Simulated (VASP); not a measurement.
Here is the system:

```xyz
2
Lattice="3.2106 0.0000 0.0000 0.0000 3.2106 0.0000 0.0000 0.0000 3.2106" Properties=species:S:1:pos:R:3 pbc="T T T"
Ge     0.0000     0.0000     0.0000
Si     1.6053     1.6053     1.6053
```

These are r2SCAN meta-GGA, VASP's PBE PAW potentials (set 64) (plane waves; VASP) values and carry that method's errors. Settings: 400 eV cut-off, 13×13×13 Γ-centred mesh, tetrahedra with Blöchl corrections, potentials Ge_d Si.

Predict the energy per atom (σ→0), band gap (over mesh and band path) with the smallest direct gap where there is one.

| Property | Value |
|---|---|
| band gap (over mesh and band path) | none (metal, semimetal or under 0.01 eV) |
| energy per atom (σ→0) | -10576 meV/atom |

The absolute energy has meaning only against runs of the same code, potentials and settings.

The structure was generated: SiGe was put into the CsCl type (Pm-3m), which need not be its known phase. It was relaxed first, which changed the volume by +26 %. VASP warned that the highest band is occupied, so more bands are needed.
